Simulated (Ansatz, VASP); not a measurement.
**One calculation of TiPd, two programs**

```
CELL_PARAMETERS angstrom
3.27540 0.00000 0.00000
0.00000 3.27540 0.00000
0.00000 0.00000 3.08460
ATOMIC_POSITIONS crystal
Ti 0.50000 0.50000 0.50000
Pd 0.00000 0.00000 0.00000
```

Change from the starting cell: strain +0.030 along x and y, -0.030 along z, atoms carried along.

Alike in both runs: task single point; functional LDA; k mesh 16 × 16 × 16; occupations gaussian, width 0.15 eV; no spin polarisation.

```csv
,VASP,Ansatz
version,VASP 6.6.1,Ansatz 0.2.0
potentials or method,"VASP PAW LDA potentials, release 64 (Ti_sv, Pd)","scalar-relativistic, plane waves, PAW"
plane-wave cutoff (eV),520,420
valence electrons in the cell,22,30
```

```tsv
	VASP	Ansatz	Ansatz less VASP
gap on the k mesh at the Fermi level (eV)	none	none	-
pressure (GPa)	-15.0	-15.2	-0.24
largest component of the traceless stress (GPa)	1.27	1.25	-0.025
```

A gap of «none» marks a metal or a gap that the smearing closes. The two sets of potentials don't hold the same shells in valence.
